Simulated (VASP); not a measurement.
H2, in a box:

```
CELL_PARAMETERS angstrom
10.00000 0.00000 0.00000
0.00000 10.00000 0.00000
0.00000 0.00000 10.00000
ATOMIC_POSITIONS crystal
H 0.50000 0.50000 0.45300
H 0.50000 0.50000 0.54700
```

Base run:

| Quantity | Value |
| --- | --- |
| Program | VASP 6.6.1 |
| Functional | HSE06 |
| Potentials or basis | VASP PAW PBE potentials, release 64 (H) |
| Cutoff | 450 eV |
| k mesh | 1 × 1 × 1 |
| Occupations | gaussian, width 0.02 eV |
| Spin | no spin polarisation |

Its results: gap between the frontier levels 10.42 eV; largest force 3.971 eV/Å.

Task: The run is repeated on the same cell with these changes: functional from HSE06 to r2SCAN. What comes out?

Result: Gap between the frontier levels 10.16 eV; largest force 4.025 eV/Å.

HSE06 gives the wider gap, since exact exchange removes part of the self-interaction.

Caveats: the PAW data sets were made with another functional, which shifts forces and pressure a little.

A k mesh can miss the band edges.

Not every run made on this cell is shown here.
